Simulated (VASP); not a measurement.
Consider the following.

```
Ni
1.0
   -1.39691     1.39691     1.39691
    1.39691    -1.39691     1.39691
    1.39691     1.39691    -1.39691
Ni
1
Cartesian
  0.00000   0.00000   0.00000
```
Starting moments (μB, in the order of the record's atoms Ni): 2.0.

All values below come from PBEsol GGA, VASP's PBE PAW potentials (set 64) (plane waves; VASP). Settings: 300 eV cut-off, 11×11×11 Γ-centred mesh, Fermi-Dirac smearing of 0.10 eV, potentials Ni.

At this cut-off the stress carries a Pulay error, which pulls relaxed volumes low. Energy and stress use the plane-wave basis of the starting cell.

The ions, cell shape and volume are relaxed. Give the cell that the relaxation ends in.

```
Ni
1.0
   -1.37844     1.37844     1.37844
    1.37844    -1.37844     1.37844
    1.37844     1.37844    -1.37844
Ni
1
Cartesian
  0.00000   0.00000   0.00000
```
Space group Im-3m (229), at a tolerance of 0.03 Å. The cell ends with 0.55 μB, on the sites 0.55 μB.

How do energy and volume change from the first to the last step?

The energy (σ→0) changes by -12.1 meV/atom and the volume by -3.9 %, in 3 ionic steps.

The structure was generated: Ni was put into an ordered model structure, which need not be its known phase. This run relaxes it. Symmetry was kept, so distortions that lower it aren't found. The run is one of a series of settings (EDIFFG = -0.01, IBRION = 2, ISIF = 3, NSW = 50 against the base run), some of them coarse on purpose.
